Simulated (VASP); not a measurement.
An input for Ansatz (written as the equivalent of a VASP run, and not itself run):

Ansatz 0.2 input:
```yaml
crystal:
  lattice:
    - [3.1889300, 0.0000000, 0.0000000]
    - [-1.5944650, 2.7616940, 0.0000000]
    - [0.0000000, 0.0000000, 5.1923600]
  atoms:
    - { symbol: Ga, position: [0.6666670, 0.3333330, 0.4990800] }
    - { symbol: Ga, position: [0.3333330, 0.6666670, 0.9990800] }
    - { symbol: N, position: [0.6666670, 0.3333330, 0.8759200] }
    - { symbol: N, position: [0.3333330, 0.6666670, 0.3759200] }
kpoints:
  mp_grid: { grid: [5, 5, 3] }
hamiltonian:
  xc: pbe
  pseudopotentials: { kind: paw }
scf:
  occupations: { method: gaussian, width: 0.01 }
  max_iter: 100
output: { forces: true, stress: true, eigenvalues: true }
```

**Question.** Write the VASP files for the same calculation (PBE).

**Answer.** This is not unique; one that fits is 
### INCAR
```
PREC  =  Normal
GGA  =  PE
LASPH  =  T   # aspherical one-centre terms
LWAVE  =  T
SIGMA  =  0.01   # width (eV)
ISMEAR  =  0
LREAL  =  F   # projection in real space or not
NELM  =  100   # most electronic steps
SYSTEM  =  GaN
EDIFF  =  1E-8   # SCF stop (eV)
LCHARG  =  F
ENCUT  =  500
ALGO  =  Normal   # blocked Davidson
```

**POSCAR**
```
GaN
3.188930
  1.0000000000   0.0000000000   0.0000000000
 -0.5000000000   0.8660252812   0.0000000000
  0.0000000000   0.0000000000   1.6282452108
Ga N
2 2
direct
  0.6666670000   0.3333330000   0.4990800000
  0.3333330000   0.6666670000   0.9990800000
  0.6666670000   0.3333330000   0.8759200000
  0.3333330000   0.6666670000   0.3759200000
```

**KPOINTS**
```
Automatic mesh
0
Gamma
5 5 3
0 0 0
```

POTCAR, in this order: Ga_d_GW N_GW_new (PBE.64 set). Program: vasp_std.

What does not carry over: each code has its own PAW files, so the cut-off isn't converted (ENCUT is set for VASP's; basis.ecutwfc is left out, and Ansatz then takes the one that its files recommend); Ansatz stops its SCF on the density residual and VASP on the energy change (EDIFF).

The structure comes from a computed database's GaN entry (P6_3mc); how it stands against other phases isn't given here. The cell was not relaxed at this level. The k-mesh is coarse (spacing up to 0.46 per Å, 2π included), so the numbers may not be converged in it.
